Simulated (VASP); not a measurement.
Level of theory: SCAN meta-GGA, VASP's PBE PAW potentials (set 64) (plane waves; VASP).

VASP ran on this input.

**INCAR**
```
LASPH=.True.   # aspherical one-centre terms
SYSTEM=Ru
ISMEAR=1   # Methfessel-Paxton
SIGMA=0.1   # width (eV)
ALGO=Normal   # blocked Davidson
METAGGA=SCAN
LMIXTAU=.True.
EDIFF=1E-6   # SCF stop (eV)
PREC=Accurate
LCHARG=.False.
IBRION=2   # conjugate gradients
LREAL=.False.
ENCUT=520
EDIFFG=-0.01
NELM=100   # most electronic steps
ISIF=3   # ions, shape and volume
LMAXMIX=4
NSW=60   # most ionic steps
LWAVE=.False.
```

### POSCAR
```
Ru
1.0
  1.3550000000  -2.3469290000   0.0000000000
  1.3550000000   2.3469290000   0.0000000000
  0.0000000000   0.0000000000   4.2800000000
Ru
2
Cartesian
  1.3550000000   0.7823112313   1.0700000000
  1.3550000000  -0.7823112313   3.2100000000
```

### KPOINTS
```
Automatic
0
G
 14 14 8
0 0 0
```

POTCAR, in this order: Ru_pv (PBE.64 set). Program: vasp_std.

The resulting files:

OUTCAR:
```
 ion  position               nearest neighbor table
   1  0.333  0.667  0.250-   2 2.65   2 2.65   2 2.65   2 2.65   2 2.65   2 2.65
   2  0.667  0.333  0.750-   1 2.65   1 2.65   1 2.65   1 2.65   1 2.65   1 2.65
  LATTYP: Found a hexagonal cell.
 ALAT       =     2.7100001349
 C/A-ratio  =     1.5793357148
 Subroutine PRICEL returns:
 Original cell was already a primitive cell.
 Subroutine GETGRP returns: Found 24 space group operations
The static configuration has the point symmetry D_3d.
 The point group associated with its full space group is D_6h.
The dynamic configuration has the point symmetry D_3d.
 Subroutine INISYM returns: Found 24 space group operations
 Subroutine IBZKPT returns following result:
 Found    120 irreducible k-points:

 Following reciprocal coordinates:
            Coordinates               Weight
  0.000000  0.000000  0.000000      1.000000
  0.071429  0.000000  0.000000      6.000000
  0.142857  0.000000  0.000000      6.000000
  0.214286  0.000000  0.000000      6.000000
  0.285714  0.000000  0.000000      6.000000
  0.357143  0.000000  0.000000      6.000000
  0.428571  0.000000  0.000000      6.000000
...
```

### OSZICAR
```
...
   2 F= -.69551665E+02 E0= -.69551437E+02  d E =0.878176E-01
       N       E                     dE             d eps       ncg     rms          rms(c)
DAV:   1    -0.710772025928E+02   -0.15255E+01   -0.31302E+01  4344   0.720E+01    0.897E+00
DAV:   2    -0.696197340899E+02    0.14575E+01   -0.43292E+00  4348   0.216E+01    0.206E+00
DAV:   3    -0.696181107870E+02    0.16233E-02   -0.17611E-01  4396   0.471E+00    0.819E-01
DAV:   4    -0.696322591176E+02   -0.14148E-01   -0.85913E-02  4348   0.283E+00    0.630E-01
DAV:   5    -0.696468288850E+02   -0.14570E-01   -0.93429E-03  4362   0.109E+00    0.335E-01
DAV:   6    -0.696484104384E+02   -0.15816E-02   -0.20850E-03  4904   0.424E-01    0.135E-01
DAV:   7    -0.696497842986E+02   -0.13739E-02   -0.54945E-03  4342   0.918E-01    0.378E-02
DAV:   8    -0.696506292526E+02   -0.84495E-03   -0.14574E-03  4338   0.441E-01    0.127E-02
DAV:   9    -0.696506554083E+02   -0.26156E-04   -0.24647E-05  5958   0.482E-02    0.675E-03
DAV:  10    -0.696506088469E+02    0.46561E-04   -0.16453E-05  4360   0.442E-02    0.821E-03
DAV:  11    -0.696506442536E+02   -0.35407E-04   -0.64076E-06  4374   0.268E-02    0.298E-03
DAV:  12    -0.696506226835E+02    0.21570E-04   -0.58005E-07  2214   0.911E-03    0.665E-04
DAV:  13    -0.696506243222E+02   -0.16387E-05   -0.29304E-08  2184   0.173E-03    0.304E-04
DAV:  14    -0.696506227816E+02    0.15407E-05   -0.65116E-09  2180   0.786E-04    0.243E-04
DAV:  15    -0.696506228915E+02   -0.10997E-06   -0.33674E-09  2172   0.496E-04
   3 F= -.69650623E+02 E0= -.69650165E+02  d E =-.111407E-01
       N       E                     dE             d eps       ncg     rms          rms(c)
DAV:   1    -0.696514305488E+02   -0.80777E-03   -0.16866E-02  4348   0.164E+00    0.239E-01
DAV:   2    -0.696503639061E+02    0.10666E-02   -0.23597E-03  4354   0.511E-01    0.368E-02
DAV:   3    -0.696503913375E+02   -0.27431E-04   -0.96060E-05  4374   0.109E-01    0.177E-02
DAV:   4    -0.696504902425E+02   -0.98905E-04   -0.53086E-05  4350   0.708E-02    0.175E-02
DAV:   5    -0.696505376548E+02   -0.47412E-04   -0.12366E-05  4344   0.402E-02    0.412E-03
DAV:   6    -0.696505381654E+02   -0.51065E-06   -0.10239E-06  2514   0.117E-02
   4 F= -.69650538E+02 E0= -.69650075E+02  d E =-.110559E-01
       N       E                     dE             d eps       ncg     rms          rms(c)
DAV:   1    -0.696506041119E+02   -0.66457E-04   -0.12130E-03  4346   0.440E-01    0.651E-02
DAV:   2    -0.696506206879E+02   -0.16576E-04   -0.17725E-04  4348   0.140E-01    0.970E-03
DAV:   3    -0.696506127161E+02    0.79718E-05   -0.68430E-06  4368   0.291E-02    0.478E-03
DAV:   4    -0.696505851232E+02    0.27593E-04   -0.45544E-06  4300   0.193E-02    0.571E-03
DAV:   5    -0.696505760471E+02    0.90761E-05   -0.92087E-07  2170   0.101E-02    0.101E-03
DAV:   6    -0.696505740113E+02    0.20358E-05   -0.67142E-08  2166   0.254E-03    0.101E-03
DAV:   7    -0.696505729238E+02    0.10875E-05   -0.79723E-08  2166   0.311E-03    0.107E-04
DAV:   8    -0.696505731692E+02   -0.24541E-06   -0.15279E-08  2166   0.114E-03
   5 F= -.69650573E+02 E0= -.69650111E+02  d E =-.110909E-01
       N       E                     dE             d eps       ncg     rms          rms(c)
DAV:   1    -0.696518101458E+02   -0.12372E-02   -0.52971E-02  4352   0.210E+00    0.220E-01
DAV:   2    -0.696505174452E+02    0.12927E-02   -0.20304E-03  4360   0.416E-01    0.977E-02
DAV:   3    -0.696505068697E+02    0.10576E-04   -0.10199E-03  4618   0.294E-01    0.299E-02
DAV:   4    -0.696505516270E+02   -0.44757E-04   -0.11710E-04  4392   0.107E-01    0.169E-02
DAV:   5    -0.696505688993E+02   -0.17272E-04   -0.19901E-05  5648   0.434E-02    0.104E-02
DAV:   6    -0.696505504600E+02    0.18439E-04   -0.20353E-05  4376   0.543E-02    0.259E-03
DAV:   7    -0.696505631439E+02   -0.12684E-04   -0.62905E-06  4398   0.269E-02    0.793E-04
DAV:   8    -0.696505563928E+02    0.67512E-05   -0.25048E-07  2214   0.597E-03    0.507E-04
DAV:   9    -0.696505617132E+02   -0.53205E-05   -0.54925E-08  2190   0.271E-03    0.120E-04
DAV:  10    -0.696505593745E+02    0.23387E-05   -0.60041E-09  2172   0.820E-04    0.512E-05
DAV:  11    -0.696505595177E+02   -0.14314E-06   -0.14093E-09  2168   0.310E-04
   6 F= -.69650560E+02 E0= -.69650132E+02  d E =0.136516E-04
       N       E                     dE             d eps       ncg     rms          rms(c)
DAV:   1    -0.696510120634E+02   -0.45269E-03   -0.18091E-02  4354   0.122E+00    0.129E-01
DAV:   2    -0.696506110371E+02    0.40103E-03   -0.69417E-04  4360   0.242E-01    0.572E-02
DAV:   3    -0.696506105541E+02    0.48306E-06   -0.34651E-04  4618   0.171E-01    0.174E-02
DAV:   4    -0.696506133509E+02   -0.27969E-05   -0.40192E-05  4390   0.627E-02    0.977E-03
DAV:   5    -0.696506031194E+02    0.10232E-04   -0.67946E-06  5534   0.253E-02    0.607E-03
DAV:   6    -0.696506141353E+02   -0.11016E-04   -0.68605E-06  4372   0.315E-02    0.148E-03
DAV:   7    -0.696506084257E+02    0.57095E-05   -0.21552E-06  3636   0.159E-02    0.440E-04
DAV:   8    -0.696506123171E+02   -0.38914E-05   -0.10343E-07  2180   0.382E-03    0.322E-04
DAV:   9    -0.696506102264E+02    0.20907E-05   -0.10862E-08  2172   0.129E-03    0.965E-05
DAV:  10    -0.696506112677E+02   -0.10413E-05   -0.18624E-09  2166   0.487E-04    0.462E-05
DAV:  11    -0.696506108172E+02    0.45058E-06   -0.66059E-10  2166   0.251E-04
   7 F= -.69650611E+02 E0= -.69650163E+02  d E =-.376479E-04
       N       E                     dE             d eps       ncg     rms          rms(c)
DAV:   1    -0.696506398026E+02   -0.28535E-04   -0.11370E-03  4356   0.307E-01    0.323E-02
DAV:   2    -0.696506063278E+02    0.33475E-04   -0.43618E-05  4362   0.608E-02    0.143E-02
DAV:   3    -0.696506058733E+02    0.45445E-06   -0.21855E-05  4612   0.430E-02    0.437E-03
DAV:   4    -0.696506084250E+02   -0.25516E-05   -0.24792E-06  3730   0.157E-02    0.242E-03
DAV:   5    -0.696506108536E+02   -0.24286E-05   -0.34778E-07  2170   0.626E-03    0.121E-03
DAV:   6    -0.696506090619E+02    0.17917E-05   -0.35206E-07  2182   0.696E-03    0.403E-04
DAV:   7    -0.696506099783E+02   -0.91644E-06   -0.68806E-08  2168   0.254E-03
   8 F= -.69650610E+02 E0= -.69650167E+02  d E =-.368091E-04
       N       E                     dE             d eps       ncg     rms          rms(c)
DAV:   1    -0.696511360954E+02   -0.52703E-03   -0.12026E-02  4350   0.138E+00    0.202E-01
DAV:   2    -0.696503356762E+02    0.80042E-03   -0.16888E-03  4350   0.432E-01    0.310E-02
DAV:   3    -0.696503595322E+02   -0.23856E-04   -0.68208E-05  4368   0.921E-02    0.150E-02
DAV:   4    -0.696504429394E+02   -0.83407E-04   -0.38034E-05  4350   0.599E-02    0.148E-02
DAV:   5    -0.696504817778E+02   -0.38838E-04   -0.86972E-06  4334   0.338E-02    0.354E-03
DAV:   6    -0.696504819132E+02   -0.13545E-06   -0.68577E-07  2200   0.964E-03
   9 F= -.69650482E+02 E0= -.69650035E+02  d E =0.128065E-03
       N       E                     dE             d eps       ncg     rms          rms(c)
DAV:   1    -0.696507881104E+02   -0.30633E-03   -0.58957E-03  4348   0.969E-01    0.143E-01
DAV:   2    -0.696506786286E+02    0.10948E-03   -0.84086E-04  4350   0.305E-01    0.215E-02
DAV:   3    -0.696506596825E+02    0.18946E-04   -0.33220E-05  4368   0.642E-02    0.106E-02
DAV:   4    -0.696506026904E+02    0.56992E-04   -0.19580E-05  4348   0.415E-02    0.113E-02
DAV:   5    -0.696505834006E+02    0.19290E-04   -0.42272E-06  4330   0.225E-02    0.240E-03
DAV:   6    -0.696505815555E+02    0.18451E-05   -0.35815E-07  2168   0.704E-03    0.174E-03
DAV:   7    -0.696505778685E+02    0.36870E-05   -0.44207E-07  2166   0.778E-03    0.245E-04
DAV:   8    -0.696505790919E+02   -0.12234E-05   -0.82575E-08  2166   0.258E-03    0.167E-04
DAV:   9    -0.696505791468E+02   -0.54856E-07   -0.11345E-08  2166   0.901E-04
  10 F= -.69650579E+02 E0= -.69650135E+02  d E =0.308315E-04
```

### OUTCAR
```
------------------------ aborting loop because EDIFF is reached ----------------------------------------
  FORCE on cell =-STRESS in cart. coord.  units (eV):
  Direction    XX          YY          ZZ          XY          YZ          ZX
  --------------------------------------------------------------------------------------
  Total       -0.0001750     -0.0001750     -0.0002577      0.0000000      0.0000000     -0.0000000
  in kB       -0.0104770     -0.0104770     -0.0154332      0.0000000      0.0000000     -0.0000000
  external PRESSURE =      -0.0121291 kB  Pullay stress =       0.0000000 kB
  volume of cell :       26.75
      direct lattice vectors                 reciprocal lattice vectors
     1.348786403 -2.336166732  0.000000000     0.370703618 -0.214025820  0.000000000
     1.348786403  2.336166732 -0.000000000     0.370703618  0.214025820  0.000000000
    -0.000000000 -0.000000000  4.245364323    -0.000000000  0.000000000  0.235551044
 POSITION                                       TOTAL-FORCE (eV/Angst)
 -----------------------------------------------------------------------------------
      1.34879      0.77872      1.06134        -0.000000     -0.000000      0.000000
      1.34879     -0.77872      3.18402         0.000000      0.000000      0.000000
 -----------------------------------------------------------------------------------
    total drift:                               -0.000000      0.000499     -0.000044
  FREE ENERGIE OF THE ION-ELECTRON SYSTEM (eV)
  ---------------------------------------------------
  free  energy   TOTEN  =       -69.6505791468 eV

  energy  without entropy=      -69.6492475989  energy(sigma->0) =      -69.65013530

 reached required accuracy - stopping structural energy minimisation
```
(Selected blocks of OUTCAR.)

**CONTCAR**
```
Ru
   1.00000000000000
     1.3487864027809391   -2.3361667317724648    0.0000000000000000
     1.3487864027809391    2.3361667317724648   -0.0000000000000000
    -0.0000000000000000   -0.0000000000000000    4.2453643225140336
  Ru
     2
Direct
     0.3333330000000032    0.6666669999999968    0.2500000000000000
     0.6666669999999968    0.3333330000000032    0.7500000000000000
```

The compound is Ru in the hcp structure. This run relaxes it. Symmetry was kept, so distortions that lower it aren't found.
